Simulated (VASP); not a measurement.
All values below come from PBE GGA, VASP's PBE PAW potentials (set 64) (plane waves; VASP).

Input for VASP

### INCAR
```
# general
SYSTEM =ZrC
PREC   =Accurate
ENCUT  =620   # plane-wave cut-off (eV)
LREAL  =.False.   # projection in real space or not
LASPH  =.True.   # aspherical one-centre terms

# electronic loop
EDIFF  =1E-6   # SCF stop (eV)
NELM   =100   # most electronic steps
ALGO   =Normal
LMAXMIX=4   # l cut-off of mixed one-centre charges

# smearing
ISMEAR =1   # Methfessel-Paxton
SIGMA  =0.1   # width (eV)

# functional
GGA    =PE   # PBE

# ions
IBRION =2
NSW    =40   # most ionic steps
ISIF   =3   # ions, shape and volume
EDIFFG =-0.02   # ionic stop

# output
LWAVE  =.False.
LCHARG =.False.
```

### POSCAR
```
ZrC
1.0
  0.0000000000   2.3554802723   2.3554802723
  2.3554802723   0.0000000000   2.3554802723
  2.3554802723   2.3554802723   0.0000000000
Zr C
1 1
Direct
  0.0000000000   0.0000000000   0.0000000000
  0.5000000000   0.5000000000   0.5000000000
```

**KPOINTS**
```
Automatic
0
G
  13 13 13
0 0 0
```

POTCAR, in this order: Zr_sv C (PBE.64 set). Program: vasp_std.

The run wrote:

### OSZICAR
```
       N       E                     dE             d eps       ncg     rms          rms(c)
DAV:   1     0.123491409584E+03    0.12349E+03   -0.10012E+04  2016   0.155E+03
DAV:   2    -0.162532642435E+02   -0.13974E+03   -0.13227E+03  2360   0.358E+02
DAV:   3    -0.226597192766E+02   -0.64065E+01   -0.62984E+01  2964   0.688E+01
DAV:   4    -0.229373529043E+02   -0.27763E+00   -0.27748E+00  2668   0.133E+01
DAV:   5    -0.229420732544E+02   -0.47204E-02   -0.47201E-02  2876   0.170E+00    0.209E+01
DAV:   6    -0.196093618861E+02    0.33327E+01   -0.16727E+01  2272   0.284E+01    0.796E+00
DAV:   7    -0.194746574625E+02    0.13470E+00   -0.79220E-01  2372   0.720E+00    0.582E+00
DAV:   8    -0.194668934929E+02    0.77640E-02   -0.14418E-01  2172   0.360E+00    0.140E+00
DAV:   9    -0.194627599529E+02    0.41335E-02   -0.31177E-02  2524   0.120E+00    0.460E-01
DAV:  10    -0.194631212700E+02   -0.36132E-03   -0.20290E-03  2324   0.581E-01    0.346E-01
DAV:  11    -0.194629256348E+02    0.19564E-03   -0.73337E-04  2240   0.214E-01    0.172E-02
DAV:  12    -0.194629243955E+02    0.12393E-05   -0.12553E-05  2892   0.386E-02    0.121E-02
DAV:  13    -0.194629239553E+02    0.44014E-06   -0.47014E-07  1324   0.680E-03
   1 F= -.19462924E+02 E0= -.19462860E+02  d E =-.194629E+02
```

**OUTCAR**
```
------------------------ aborting loop because EDIFF is reached ----------------------------------------
  FORCE on cell =-STRESS in cart. coord.  units (eV):
  Direction    XX          YY          ZZ          XY          YZ          ZX
  --------------------------------------------------------------------------------------
  Total       -0.0200578     -0.0200578     -0.0200578      0.0000000      0.0000000     -0.0000000
  in kB       -1.2294916     -1.2294916     -1.2294916      0.0000000      0.0000000     -0.0000000
  external PRESSURE =      -1.2294916 kB  Pullay stress =       0.0000000 kB
  volume of cell :       26.14
      direct lattice vectors                 reciprocal lattice vectors
     0.000000000  2.355480272  2.355480272    -0.212270935  0.212270935  0.212270935
     2.355480272  0.000000000  2.355480272     0.212270935 -0.212270935  0.212270935
     2.355480272  2.355480272  0.000000000     0.212270935  0.212270935 -0.212270935
 POSITION                                       TOTAL-FORCE (eV/Angst)
 -----------------------------------------------------------------------------------
      0.00000      0.00000      0.00000         0.000000      0.000000      0.000000
      2.35548      2.35548      2.35548        -0.000000     -0.000000     -0.000000
 -----------------------------------------------------------------------------------
    total drift:                                0.000000      0.000000      0.000000
  FREE ENERGIE OF THE ION-ELECTRON SYSTEM (eV)
  ---------------------------------------------------
  free  energy   TOTEN  =       -19.4629239553 eV

  energy  without entropy=      -19.4627334606  energy(sigma->0) =      -19.46286046

 reached required accuracy - stopping structural energy minimisation
```
(Selected blocks of OUTCAR.)

The compound is ZrC in the rock salt structure. It was relaxed first.
